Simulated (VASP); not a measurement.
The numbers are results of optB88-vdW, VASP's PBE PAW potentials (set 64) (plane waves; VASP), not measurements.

Input for VASP

**KPOINTS**
```
Automatic
0
Gamma
7 7 2
0 0 0
```

INCAR:
```
SYSTEM = MoTe2
PREC = Accurate
ENCUT = 520
EDIFF = 1E-6
NELM = 100
ALGO = Normal
LREAL = .FALSE.
LASPH = .TRUE.
ISMEAR = 0
SIGMA = 0.05
GGA = BO
PARAM1 = 0.1833333333
PARAM2 = 0.22
LUSE_VDW = .TRUE.
AGGAC = 0.0
LMAXMIX = 4
LWAVE = .FALSE.
LCHARG = .FALSE.
IBRION = 2
ISIF = 3
NSW = 60
EDIFFG = -0.02
```

File POSCAR:
```
MoTe2
1
    1.7869197169    -3.0950352982    -0.0000000000
    1.7869197169     3.0950352982     0.0000000000
    0.0000000000     0.0000000000    14.2878517591
Te Mo
4 2
Direct
  0.3333330000   0.6666670000   0.8769522350
  0.6666670000   0.3333330000   0.3769522350
  0.6666670000   0.3333330000   0.1230477650
  0.3333330000   0.6666670000   0.6230477650
  0.3333330000   0.6666670000   0.2500000000
  0.6666670000   0.3333330000   0.7500000000
```

POTCAR, in this order: Te Mo_sv (PBE.64 set). Program: vasp_std.

Output

### OSZICAR
```
       N       E                     dE             d eps       ncg     rms          rms(c)
DAV:   1     0.415089843883E+03    0.41509E+03   -0.27102E+04  1160   0.149E+03
DAV:   2     0.307782761921E+00   -0.41478E+03   -0.40587E+03  1272   0.342E+02
DAV:   3    -0.224492577196E+02   -0.22757E+02   -0.22382E+02  1251   0.678E+01
DAV:   4    -0.230768144017E+02   -0.62756E+00   -0.62527E+00  1274   0.111E+01
DAV:   5    -0.230979930672E+02   -0.21179E-01   -0.21169E-01  1326   0.201E+00    0.194E+01
DAV:   6    -0.224929055704E+02    0.60509E+00   -0.11174E+01  1103   0.155E+01    0.907E+00
DAV:   7    -0.223053920919E+02    0.18751E+00   -0.10573E+01  1109   0.133E+01    0.638E+00
DAV:   8    -0.218885725307E+02    0.41682E+00   -0.15780E+00  1257   0.577E+00    0.292E+00
DAV:   9    -0.218782089860E+02    0.10364E-01   -0.34496E-01  1300   0.253E+00    0.955E-01
DAV:  10    -0.218739055860E+02    0.43034E-02   -0.36557E-02  1315   0.953E-01    0.264E-01
DAV:  11    -0.218742577138E+02   -0.35213E-03   -0.16227E-03  1175   0.238E-01    0.148E-01
DAV:  12    -0.218741973570E+02    0.60357E-04   -0.15384E-04  1168   0.718E-02    0.831E-02
DAV:  13    -0.218741883763E+02    0.89807E-05   -0.72152E-05  1280   0.444E-02    0.350E-02
DAV:  14    -0.218741889003E+02   -0.52404E-06   -0.21754E-06   873   0.753E-03
   1 F= -.21874189E+02 E0= -.21874189E+02  d E =-.218742E+02
       N       E                     dE             d eps       ncg     rms          rms(c)
DAV:   1    -0.218793901865E+02   -0.52018E-02   -0.10956E-01  1045   0.246E+00    0.613E-01
DAV:   2    -0.218770351811E+02    0.23550E-02   -0.62823E-02  1155   0.127E+00    0.399E-01
DAV:   3    -0.218742560887E+02    0.27791E-02   -0.19187E-02  1164   0.532E-01    0.200E-01
DAV:   4    -0.218741937336E+02    0.62355E-04   -0.94265E-04  1090   0.143E-01    0.621E-02
DAV:   5    -0.218741090852E+02    0.84648E-04   -0.45796E-04  1162   0.116E-01    0.483E-02
DAV:   6    -0.218741087902E+02    0.29492E-06   -0.60105E-05  1405   0.351E-02    0.967E-03
DAV:   7    -0.218741093302E+02   -0.53997E-06   -0.34008E-06   906   0.836E-03
   2 F= -.21874109E+02 E0= -.21874109E+02  d E =0.795701E-04
       N       E                     dE             d eps       ncg     rms          rms(c)
DAV:   1    -0.218762564024E+02   -0.21476E-02   -0.41835E-02  1053   0.152E+00    0.373E-01
DAV:   2    -0.218754052685E+02    0.85113E-03   -0.24534E-02  1140   0.788E-01    0.244E-01
DAV:   3    -0.218743107514E+02    0.10945E-02   -0.75316E-03  1172   0.331E-01    0.126E-01
DAV:   4    -0.218742883763E+02    0.22375E-04   -0.34782E-04  1069   0.861E-02    0.396E-02
DAV:   5    -0.218742509177E+02    0.37459E-04   -0.17921E-04  1146   0.737E-02    0.276E-02
DAV:   6    -0.218742454032E+02    0.55145E-05   -0.21060E-05  1286   0.213E-02    0.635E-03
DAV:   7    -0.218742449843E+02    0.41895E-06   -0.80043E-07   587   0.436E-03
   3 F= -.21874245E+02 E0= -.21874245E+02  d E =-.560840E-04
```

**OUTCAR**
```
------------------------ aborting loop because EDIFF is reached ----------------------------------------
  FORCE on cell =-STRESS in cart. coord.  units (eV):
  Direction    XX          YY          ZZ          XY          YZ          ZX
  --------------------------------------------------------------------------------------
  Total        0.0028612      0.0028612      0.0088821      0.0000000      0.0000000      0.0000000
  in kB        0.0290390      0.0290389      0.0901454      0.0000000      0.0000000      0.0000000
  external PRESSURE =       0.0494078 kB  Pullay stress =       0.0000000 kB
  volume of cell :      157.86
      direct lattice vectors                 reciprocal lattice vectors
     1.786306232 -3.093972711  0.000000000     0.279907214 -0.161604528 -0.000000000
     1.786306232  3.093972711  0.000000000     0.279907214  0.161604528 -0.000000000
     0.000000000  0.000000000 14.281781547     0.000000000  0.000000000  0.070019276
 POSITION                                       TOTAL-FORCE (eV/Angst)
 -----------------------------------------------------------------------------------
      1.78631      1.03133     12.52448        -0.000000     -0.000000      0.016009
      1.78631     -1.03133      5.38359         0.000000      0.000000      0.016009
      1.78631     -1.03133      1.75730        -0.000000      0.000000     -0.016009
      1.78631      1.03133      8.89819         0.000000     -0.000000     -0.016009
      1.78631      1.03133      3.57045         0.000000      0.000000      0.000000
      1.78631     -1.03133     10.71134        -0.000000     -0.000000      0.000000
 -----------------------------------------------------------------------------------
    total drift:                                0.000273      0.001661     -0.000026
  FREE ENERGIE OF THE ION-ELECTRON SYSTEM (eV)
  ---------------------------------------------------
  free  energy   TOTEN  =       -21.8742449843 eV

  energy  without entropy=      -21.8742449843  energy(sigma->0) =      -21.87424498

 reached required accuracy - stopping structural energy minimisation
```
(Selected blocks of OUTCAR.)

**CONTCAR**
```
MoTe2
   1.00000000000000
     1.7863062317468459   -3.0939727111987629    0.0000000000000000
     1.7863062317468459    3.0939727111987629    0.0000000000000000
     0.0000000000000000    0.0000000000000000   14.2817815472428435
  Te              Mo
     4     2
Direct
     0.3333330000000032    0.6666669999999968    0.8769551465766905
     0.6666669999999968    0.3333330000000032    0.3769551465766905
     0.6666669999999968    0.3333330000000032    0.1230448534233095
     0.3333330000000032    0.6666669999999968    0.6230448534233095
     0.3333330000000032    0.6666669999999968    0.2500000000000000
     0.6666669999999968    0.3333330000000032    0.7500000000000000
```

The compound is MoTe2 in the 2H layered structure. This run relaxes it. Symmetry was kept, so distortions that lower it aren't found. The start is the result of an earlier pass.
